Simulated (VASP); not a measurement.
An input for Ansatz (written as the equivalent of a VASP run, and not itself run):

Ansatz 0.2 input:
```yaml
crystal:
  lattice:
    - [2.0744741, 1.1976982, 6.7830067]
    - [-2.0744741, 1.1976982, 6.7830067]
    - [0.0000000, -2.3953964, 6.7830067]
  atoms:
    - { symbol: Zn, position: [0.4994862, 0.4994862, 0.4994862] }
    - { symbol: Cd, position: [0.0013466, 0.0013466, 0.0013466] }
    - { symbol: Se, position: [0.1303562, 0.1303562, 0.1303562] }
    - { symbol: Se, position: [0.6188050, 0.6188050, 0.6188050] }
kpoints:
  mp_grid: { grid: [6, 6, 6] }
hamiltonian:
  xc: pbesol
  pseudopotentials: { kind: paw }
scf:
  occupations: { method: gaussian, width: 0.05 }
  max_iter: 100
relax:
  max_steps: 60
  f_tol: 0.02
  cell: {}
output: { forces: true, stress: true, eigenvalues: true }
```

Write the VASP files for the same calculation (PBEsol).

Several could match; the one computed here: 
INCAR:
```
SYSTEM = ZnCdSe2
PREC = Accurate
ENCUT = 400
EDIFF = 1E-6
NELM = 100
ALGO = Normal
LREAL = .FALSE.
LASPH = .TRUE.
ISMEAR = 0
SIGMA = 0.05
GGA = PS
LMAXMIX = 4
LWAVE = .FALSE.
LCHARG = .FALSE.
IBRION = 2
ISIF = 3
NSW = 60
EDIFFG = -0.02
```

### KPOINTS
```
Regular mesh
0
Gamma
6 6 6
```

**POSCAR**
```
ZnCdSe2
1
    2.0744741168     1.1976981804     6.7830066878
   -2.0744741168     1.1976981804     6.7830066878
    0.0000000000    -2.3953963608     6.7830066878
Zn Cd Se
1 1 2
Direct
  0.4994861546   0.4994861546   0.4994861546
  0.0013466198   0.0013466198   0.0013466198
  0.1303562499   0.1303562499   0.1303562499
  0.6188049757   0.6188049757   0.6188049757
```

POTCAR, in this order: Zn Cd Se (PBE.64 set). Program: vasp_std.

What does not carry over: each code has its own PAW files, so the cut-off isn't converted (ENCUT is set for VASP's; basis.ecutwfc is left out, and Ansatz then takes the one that its files recommend); Ansatz stops its SCF on the density residual and VASP on the energy change (EDIFF).

The structure comes from a computed database's ZnCdSe2 entry (R3m); how it stands against other phases isn't given here. This run relaxes it. Symmetry was kept, so distortions that lower it aren't found. The start is the result of an earlier pass.
